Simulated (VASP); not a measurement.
Set up this calculation in VASP 6.6.1, as the native input.

```yaml
Task: single point
Functional: PBE
Potentials_or_basis: VASP PAW PBE potentials, release 64 (Zn, O)
Cutoff: 520 eV
k_mesh: 9 × 9 × 6
Occupations: gaussian, width 0.02 eV
Spin: no spin polarisation
Dipole_correction: no
Further_INCAR_settings: ALGO = Normal; EDIFF = 1e-07; NBANDS = 26
```

The structure of ZnO (zincite) lies in POSCAR:

```
ZnO
1.0
    3.2794860218      0.0000000000      0.0000000000
   -1.6397430109      2.8401182063      0.0000000000
    0.0000000000      0.0000000000      5.2932739833
Zn O
2 2
Direct
    0.3333333333      0.6666666667      0.4999685891
    0.6666666667      0.3333333333     -0.0000314109
    0.6666666667      0.3333333333      0.3790414109
    0.3333333333      0.6666666667      0.8790414109
```

One way to write it, as run:

INCAR

```
SYSTEM = ZnO
PREC     = Accurate       ! precision mode
ENCUT    = 520            ! plane-wave cutoff, eV
EDIFF    = 1E-7           ! SCF threshold, eV
ISMEAR   = 0              ! smearing method
SIGMA    = 0.02           ! smearing width, eV
LREAL    = .FALSE.        ! projectors in reciprocal space
LASPH    = .TRUE.         ! aspherical terms in the spheres
NELM     = 100            ! most SCF steps
ALGO     = Normal         ! electronic algorithm
ISIF     = 2              ! what is computed and relaxed
LWAVE    = .FALSE.        ! write WAVECAR
LCHARG   = .FALSE.        ! write CHGCAR
GGA      = PE             ! functional
NBANDS   = 26             ! bands
```

KPOINTS

```
regular mesh
0
G
  9 9 6
  0 0 0
```

Potentials or basis: VASP PAW PBE potentials, release 64 (Zn, O).

Run with:

```sh
$ cat potpaw_PBE.64/Zn/POTCAR potpaw_PBE.64/O/POTCAR > POTCAR
$ mpirun -np 1 vasp_std > vasp.out
```

It gave:

```json
{
  "Pressure": "0.9 GPa",
  "Band gap on the k mesh": "0.73 eV, direct"
}
```

Wall time 39 s on 1 thread of Intel(R) Xeon(R) Platinum 8488C (Sapphire Rapids), on a shared host, peak memory 0.18 GiB.
